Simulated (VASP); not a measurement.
Output of a VASP run:

OSZICAR:
```
...
DAV:   6     0.512987253795E+00   -0.11947E-05   -0.39126E-06  6050   0.260E-02    0.366E-03
DAV:   7     0.512987536671E+00    0.28288E-06   -0.41609E-07  2786   0.126E-02
   2 F= 0.51298754E+00 E0= 0.51303187E+00  d E =-.676777E-03
       N       E                     dE             d eps       ncg     rms          rms(c)
DAV:   1     0.512470004947E+00   -0.51725E-03   -0.13081E-02  5536   0.262E+00    0.132E-01
DAV:   2     0.512906142655E+00    0.43614E-03   -0.10021E-03  5456   0.737E-01    0.480E-02
DAV:   3     0.512968987149E+00    0.62844E-04   -0.20893E-04  6502   0.327E-01    0.159E-02
DAV:   4     0.512973681798E+00    0.46946E-05   -0.67833E-06  5242   0.353E-02    0.543E-03
DAV:   5     0.512974455384E+00    0.77359E-06   -0.56893E-07  2998   0.108E-02
   3 F= 0.51297446E+00 E0= 0.51302173E+00  d E =-.689859E-03
       N       E                     dE             d eps       ncg     rms          rms(c)
DAV:   1     0.511002921663E+00   -0.19708E-02   -0.52353E-02  5514   0.526E+00    0.263E-01
DAV:   2     0.512746823849E+00    0.17439E-02   -0.39839E-03  5450   0.147E+00    0.958E-02
DAV:   3     0.512996977789E+00    0.25015E-03   -0.83956E-04  6498   0.655E-01    0.315E-02
DAV:   4     0.513012580898E+00    0.15603E-04   -0.26930E-05  5242   0.706E-02    0.109E-02
DAV:   5     0.513014525977E+00    0.19451E-05   -0.30451E-06  5274   0.216E-02    0.534E-03
DAV:   6     0.513014635967E+00    0.10999E-06   -0.25338E-07  2596   0.772E-03
   4 F= 0.51301464E+00 E0= 0.51306907E+00  d E =-.649678E-03
       N       E                     dE             d eps       ncg     rms          rms(c)
DAV:   1     0.511518717919E+00   -0.14958E-02   -0.37522E-02  5520   0.442E+00    0.226E-01
DAV:   2     0.512792281550E+00    0.12736E-02   -0.29193E-03  5438   0.126E+00    0.812E-02
DAV:   3     0.512969215369E+00    0.17693E-03   -0.59284E-04  6502   0.552E-01    0.280E-02
DAV:   4     0.512975969573E+00    0.67542E-05   -0.19870E-05  5206   0.597E-02    0.918E-03
DAV:   5     0.512975441677E+00   -0.52790E-06   -0.20200E-06  5146   0.181E-02
   5 F= 0.51297544E+00 E0= 0.51302381E+00  d E =-.688872E-03
       N       E                     dE             d eps       ncg     rms          rms(c)
DAV:   1     0.512384602549E+00   -0.59137E-03   -0.18663E-02  5514   0.155E+00    0.121E-01
DAV:   2     0.512706654358E+00    0.32205E-03   -0.42184E-04  7134   0.484E-01    0.786E-02
DAV:   3     0.512893205447E+00    0.18655E-03   -0.19863E-04  6234   0.432E-01    0.154E-02
DAV:   4     0.512890769137E+00   -0.24363E-05   -0.28922E-05  5538   0.599E-02    0.194E-02
DAV:   5     0.512890518558E+00   -0.25058E-06   -0.14776E-06  2632   0.246E-02
   6 F= 0.51289052E+00 E0= 0.51294785E+00  d E =-.849231E-04
       N       E                     dE             d eps       ncg     rms          rms(c)
DAV:   1     0.508203029266E+00   -0.46877E-02   -0.16778E-01  5516   0.464E+00    0.365E-01
DAV:   2     0.511138888405E+00    0.29359E-02   -0.37684E-03  7118   0.140E+00    0.235E-01
DAV:   3     0.512829551976E+00    0.16907E-02   -0.18239E-03  6184   0.127E+00    0.469E-02
DAV:   4     0.512809065088E+00   -0.20487E-04   -0.26103E-04  5496   0.181E-01    0.587E-02
DAV:   5     0.512807685133E+00   -0.13800E-05   -0.16975E-05  6690   0.755E-02    0.200E-02
DAV:   6     0.512808549794E+00    0.86466E-06   -0.14894E-06  2726   0.300E-02
   7 F= 0.51280855E+00 E0= 0.51288237E+00  d E =-.166892E-03
```

OUTCAR:
```
------------------------ aborting loop because EDIFF is reached ----------------------------------------
  FORCE on cell =-STRESS in cart. coord.  units (eV):
  Direction    XX          YY          ZZ          XY          YZ          ZX
  --------------------------------------------------------------------------------------
  Total       -0.0055836     -0.0055836     -0.0099384      0.0000000      0.0000000      0.0000000
  in kB       -0.3378369     -0.3378369     -0.6013224      0.0000000      0.0000000      0.0000000
  external PRESSURE =      -0.4256654 kB  Pullay stress =       0.0000000 kB
  volume of cell :       26.48
      direct lattice vectors                 reciprocal lattice vectors
    -1.623240823  1.623240823  2.512426550     0.000000000  0.308025767  0.199010793
     1.623240823 -1.623240823  2.512426550     0.308025767  0.000000000  0.199010793
     1.623240823  1.623240823 -2.512426550     0.308025767  0.308025767  0.000000000
 POSITION                                       TOTAL-FORCE (eV/Angst)
 -----------------------------------------------------------------------------------
      0.00000      0.00000      0.00000         0.000000      0.000000      0.000000
 -----------------------------------------------------------------------------------
    total drift:                               -0.000000     -0.000000     -0.000000
  FREE ENERGIE OF THE ION-ELECTRON SYSTEM (eV)
  ---------------------------------------------------
  free  energy   TOTEN  =         0.5128085498 eV

  energy  without entropy=        0.5130300221  energy(sigma->0) =        0.51288237

 reached required accuracy - stopping structural energy minimisation
```
(Selected blocks of OUTCAR.)

POSCAR:
```
In
1
   -1.6250000000     1.6250000000     2.4750000000
    1.6250000000    -1.6250000000     2.4750000000
    1.6250000000     1.6250000000    -2.4750000000
In
1
Direct
  0.0000000000   0.0000000000   0.0000000000
```

Q: Write an INCAR and KPOINTS that could have produced this output.

A: This is not unique; one that fits is the input of the run itself, optB86b-vdW, plane waves, VASP's PBE PAW potentials (set 64).

### INCAR
```
IBRION  =  2   ! conjugate gradients
ENCUT  =  520   ! plane-wave cut-off (eV)
LUSE_VDW  =  .TRUE.
EDIFF  =  1E-6   ! SCF stop (eV)
NELM  =  100
LASPH  =  .TRUE.
EDIFFG  =  -0.01
SIGMA  =  0.1   ! width (eV)
LWAVE  =  .FALSE.
LMAXMIX  =  4   ! l cut-off of mixed one-centre charges
NSW  =  60
AGGAC  =  0.0
PARAM1  =  0.1234
PREC  =  Accurate
GGA  =  MK
SYSTEM  =  In
ALGO  =  Normal
PARAM2  =  1.0
ISMEAR  =  1   ! Methfessel-Paxton
LCHARG  =  .FALSE.
LREAL  =  .FALSE.
ISIF  =  3
```

KPOINTS:
```
Automatic mesh
0
gamma
14 14 14
0 0 0
```

POTCAR, in this order: In_d (PBE.64 set). Program: vasp_std.

The compound is In in the bct structure. This run relaxes it. Symmetry was kept, so distortions that lower it aren't found.
